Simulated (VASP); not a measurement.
```
CELL_PARAMETERS angstrom
      3.88563     0.00000     0.00000
     -1.94281     3.36505     0.00000
      0.00000     0.00000     6.26833
ATOMIC_POSITIONS crystal
  Te 0.00000 0.00000 0.00000
  Se 0.33333 0.66667 0.25200
  Se 0.66667 0.33333 0.74800
```

These are PBE GGA, VASP's PBE PAW potentials (set 64) (plane waves; VASP) values and carry that method's errors. Settings: LREAL = Auto, 400 eV cut-off, 6×6×3 Γ-centred mesh, Gaussian smearing of 0.050 eV, potentials Te Se.

Task: Which forces act on the atoms, in eV/Å?

Result: 
```json
[
 {"atom": "Te1", "Fx": "0.000", "Fy": "0.000", "Fz": "0.000"},
 {"atom": "Se2", "Fx": "0.000", "Fy": "0.000", "Fz": "1.062"},
 {"atom": "Se3", "Fx": "0.000", "Fy": "0.000", "Fz": "-1.062"}
]
```

Task: Give the stress tensor in GPa (positive for a compressed cell).

Result: 
```
6.64  0.00  0.00
0.00  6.64  0.00
0.00  0.00  6.93
```
The pressure is its mean diagonal, 6.74 GPa.

The structure was generated: TeSe2 was put into the CdI2 type (P-3m1), which need not be its known phase. The cell was not relaxed at this level. The run is one of a series of settings (LREAL = Auto against the base run), some of them coarse on purpose.
